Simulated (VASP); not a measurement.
An input for Ansatz (written as the equivalent of a VASP run, and not itself run):

Ansatz 0.2 input:
```yaml
crystal:
  lattice:
    - [4.3450000, 0.0000000, 0.0000000]
    - [-2.1725000, 3.7628800, 0.0000000]
    - [0.0000000, 0.0000000, 3.8190000]
  atoms:
    - { symbol: La, position: [0.0000000, 0.0000000, 0.0000000] }
    - { symbol: Cu, position: [0.3333330, 0.6666670, 0.5000000] }
    - { symbol: Cu, position: [0.6666670, 0.3333330, 0.5000000] }
kpoints:
  mp_grid: { grid: [5, 5, 5] }
hamiltonian:
  xc: lda
  pseudopotentials: { kind: paw }
scf:
  occupations: { method: fermi_dirac, width: 0.1 }
  max_iter: 100
output: { forces: true, stress: true, eigenvalues: true }
```

### Question
Translate this input to VASP (INCAR, KPOINTS, POSCAR, choice of POTCAR).

### Answer
This is not unique; one that fits is 
File POSCAR:
```
LaCu2
1
    4.3450000000     0.0000000000     0.0000000000
   -2.1725000000     3.7628800000     0.0000000000
    0.0000000000     0.0000000000     3.8190000000
La Cu
1 2
Direct
  0.0000000000   0.0000000000   0.0000000000
  0.3333330000   0.6666670000   0.5000000000
  0.6666670000   0.3333330000   0.5000000000
```

**INCAR**
```
ISMEAR  =  -1
LWAVE  =  F
ENCUT  =  300
LCHARG  =  F
PREC  =  Accurate
ALGO  =  Normal   # blocked Davidson
LMAXMIX  =  6
EDIFF  =  1E-6   # SCF stop (eV)
NELM  =  100   # most electronic steps
SIGMA  =  0.1   # width (eV)
LREAL  =  F
ISIF  =  2
SYSTEM  =  LaCu2
LASPH  =  T   # aspherical one-centre terms
```

**KPOINTS**
```
Automatic mesh
0
Gamma
5 5 5
0 0 0
```

POTCAR, in this order: La Cu (LDA.64 set). Program: vasp_std.

Limits of the translation: each code has its own PAW files, so the cut-off isn't converted (ENCUT is set for VASP's; basis.ecutwfc is left out, and Ansatz then takes the one that its files recommend); Ansatz stops its SCF on the density residual and VASP on the energy change (EDIFF); Ansatz's lda is the Perdew-Wang form, while the LDA potentials of VASP carry Perdew-Zunger's.

The structure comes from a measured LaCu2 entry of the Crystallography Open Database, whose conditions weren't checked. The cell was not relaxed at this level. The k-mesh is coarse (spacing up to 0.33 per Å, 2π included), so the numbers may not be converged in it. The run is one of a series of settings (KPOINTS 5×5×5 Γ-centred mesh against the base run), some of them coarse on purpose.
